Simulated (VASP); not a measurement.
Method: PBEsol GGA, VASP's PBE PAW potentials (set 64) (plane waves; VASP).

A VASP calculation is set up with these files.

File KPOINTS:
```
Automatic mesh
0
Gamma
13 13 13
0 0 0
```

**POSCAR**
```
PdIn
1
    3.2480168610     0.0000000000     0.0000000000
   -0.0000000000     3.2480168610    -0.0000000000
    0.0000000000     0.0000000000     3.2480168610
In Pd
1 1
Direct
  0.5000000000   0.5000000000   0.5000000000
  0.0000000000   0.0000000000   0.0000000000
```

### INCAR
```
SYSTEM  =  PdIn
PREC  =  Accurate; ENCUT  =  400; LREAL  =  .FALSE.
LASPH  =  .TRUE.
EDIFF  =  1E-7; NELM  =  100; ALGO  =  Normal
LMAXMIX  =  4
ISMEAR  =  -5
GGA  =  PS
ISIF  =  2
LWAVE  =  .FALSE.; LCHARG  =  .TRUE.; LORBIT  =  11
NEDOS  =  601
```

POTCAR, in this order: In_d Pd (PBE.64 set). Program: vasp_std.

Output of the run:

### OSZICAR
```
       N       E                     dE             d eps       ncg     rms          rms(c)
DAV:   1     0.143509268335E+03    0.14351E+03   -0.98583E+03  2573   0.167E+03
DAV:   2    -0.420194570543E+01   -0.14771E+03   -0.14461E+03  2744   0.371E+02
DAV:   3    -0.101922035488E+02   -0.59903E+01   -0.59714E+01  3052   0.821E+01
DAV:   4    -0.103002037945E+02   -0.10800E+00   -0.10792E+00  3186   0.104E+01
DAV:   5    -0.103048265810E+02   -0.46228E-02   -0.46229E-02  3711   0.186E+00    0.722E+00
DAV:   6    -0.100586849676E+02    0.24614E+00   -0.81022E-01  2751   0.122E+01    0.315E+00
DAV:   7    -0.100140394377E+02    0.44646E-01   -0.10339E-01  3537   0.617E+00    0.168E+00
DAV:   8    -0.100025749704E+02    0.11464E-01   -0.27539E-02  3213   0.185E+00    0.439E-01
DAV:   9    -0.100013932328E+02    0.11817E-02   -0.22087E-03  3213   0.869E-01    0.647E-02
DAV:  10    -0.100013754391E+02    0.17794E-04   -0.54432E-05  3587   0.115E-01    0.217E-02
DAV:  11    -0.100013765960E+02   -0.11569E-05   -0.41891E-06  2909   0.212E-02    0.370E-03
DAV:  12    -0.100013766888E+02   -0.92873E-07   -0.44409E-07  3045   0.672E-03
   1 F= -.10001377E+02 E0= -.10001377E+02  d E =0.000000E+00
```

**OUTCAR**
```
------------------------ aborting loop because EDIFF is reached ----------------------------------------
  FORCE on cell =-STRESS in cart. coord.  units (eV):
  Direction    XX          YY          ZZ          XY          YZ          ZX
  --------------------------------------------------------------------------------------
  Total       -0.0404054     -0.0404054     -0.0404054     -0.0000000     -0.0000000      0.0000000
  in kB       -1.8892729     -1.8892729     -1.8892729     -0.0000000     -0.0000000      0.0000000
  external PRESSURE =      -1.8892729 kB  Pullay stress =       0.0000000 kB
  volume of cell :       34.27
      direct lattice vectors                 reciprocal lattice vectors
     3.248016861  0.000000000  0.000000000     0.307880175  0.000000000  0.000000000
     0.000000000  3.248016861  0.000000000     0.000000000  0.307880175  0.000000000
     0.000000000  0.000000000  3.248016861     0.000000000  0.000000000  0.307880175
 POSITION                                       TOTAL-FORCE (eV/Angst)
 -----------------------------------------------------------------------------------
      1.62401      1.62401      1.62401         0.000000      0.000000      0.000000
      0.00000      0.00000      0.00000         0.000000      0.000000      0.000000
 -----------------------------------------------------------------------------------
    total drift:                                0.000000      0.000000     -0.000000
  FREE ENERGIE OF THE ION-ELECTRON SYSTEM (eV)
  ---------------------------------------------------
  free  energy   TOTEN  =       -10.0013766888 eV

  energy  without entropy=      -10.0013766888  energy(sigma->0) =      -10.00137669

 total charge

# of ion       s       p       d       tot
------------------------------------------
    1        0.803   0.765   9.906  11.474
    2        0.425   0.440   8.652   9.518
--------------------------------------------------
tot          1.229   1.205  18.558  20.991
```
(Selected blocks of OUTCAR.)

For a metal the tetrahedron method with Blöchl corrections gives inexact stress and forces.

The compound is PdIn in the CsCl type structure. It was relaxed first. The electron count is odd and the run is not spin-polarised, which forces a metal.
